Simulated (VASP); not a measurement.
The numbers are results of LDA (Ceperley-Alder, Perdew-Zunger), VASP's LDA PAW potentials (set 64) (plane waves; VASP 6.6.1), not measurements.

Input for VASP

### POSCAR
```
Ba
1.0
 -2.3870762066   2.3870762066   2.3870762066
  2.3870762066  -2.3870762066   2.3870762066
  2.3870762066   2.3870762066  -2.3870762066
Ba
1
direct
  0.0000000000   0.0000000000   0.0000000000
```

KPOINTS:
```
K-points
0
Gamma
  11 11 11
```

INCAR:
```
SYSTEM = Ba
PREC = Accurate
ENCUT = 500
EDIFF = 1E-6
NELM = 100
ALGO = Normal
LREAL = .FALSE.
LASPH = .TRUE.
ISMEAR = 1
SIGMA = 0.1
LMAXMIX = 4
LWAVE = .FALSE.
LCHARG = .FALSE.
IBRION = 2
ISIF = 3
NSW = 40
EDIFFG = -0.02
```

POTCAR, in this order: Ba_sv (LDA.64 set). Program: vasp_std.

Output

OSZICAR:
```
       N       E                     dE             d eps       ncg     rms          rms(c)
DAV:   1     0.515036469666E+02    0.51504E+02   -0.44452E+03  1008   0.911E+02
DAV:   2    -0.297132506714E+00   -0.51801E+02   -0.50839E+02  1190   0.148E+02
DAV:   3    -0.220793646925E+01   -0.19108E+01   -0.18995E+01  1291   0.321E+01
DAV:   4    -0.226259401876E+01   -0.54658E-01   -0.54639E-01  1535   0.458E+00
DAV:   5    -0.226329067177E+01   -0.69665E-03   -0.69677E-03  1472   0.343E-01    0.202E+00
DAV:   6    -0.225599562830E+01    0.72950E-02   -0.48583E-03  1366   0.731E-01    0.118E+00
DAV:   7    -0.225192290073E+01    0.40727E-02   -0.85889E-03  1441   0.945E-01    0.566E-02
DAV:   8    -0.225196901673E+01   -0.46116E-04   -0.13323E-04  1411   0.786E-02    0.617E-03
DAV:   9    -0.225197065655E+01   -0.16398E-05   -0.46671E-06  1474   0.104E-02    0.255E-03
DAV:  10    -0.225197045795E+01    0.19861E-06   -0.28751E-07   783   0.351E-03
   1 F= -.22519705E+01 E0= -.22525207E+01  d E =-.225197E+01
```

OUTCAR:
```
------------------------ aborting loop because EDIFF is reached ----------------------------------------
  FORCE on cell =-STRESS in cart. coord.  units (eV):
  Direction    XX          YY          ZZ          XY          YZ          ZX
  --------------------------------------------------------------------------------------
  Total       -0.0043505     -0.0043505     -0.0043505     -0.0000000      0.0000000      0.0000000
  in kB       -0.1281128     -0.1281128     -0.1281128     -0.0000000      0.0000000      0.0000000
  external PRESSURE =      -0.1281128 kB  Pullay stress =       0.0000000 kB
  volume of cell :       54.41
      direct lattice vectors                 reciprocal lattice vectors
    -2.387076207  2.387076207  2.387076207     0.000000000  0.209461264  0.209461264
     2.387076207 -2.387076207  2.387076207     0.209461264  0.000000000  0.209461264
     2.387076207  2.387076207 -2.387076207     0.209461264  0.209461264  0.000000000
 POSITION                                       TOTAL-FORCE (eV/Angst)
 -----------------------------------------------------------------------------------
      0.00000      0.00000      0.00000         0.000000      0.000000     -0.000000
 -----------------------------------------------------------------------------------
    total drift:                               -0.000000     -0.000000      0.000000
  FREE ENERGIE OF THE ION-ELECTRON SYSTEM (eV)
  ---------------------------------------------------
  free  energy   TOTEN  =        -2.2519704579 eV

  energy  without entropy=       -2.2536212741  energy(sigma->0) =       -2.25252073

 reached required accuracy - stopping structural energy minimisation
```
(Selected blocks of OUTCAR.)

The compound is Ba in the bcc structure. It was relaxed first, which changed the volume by -14 %.
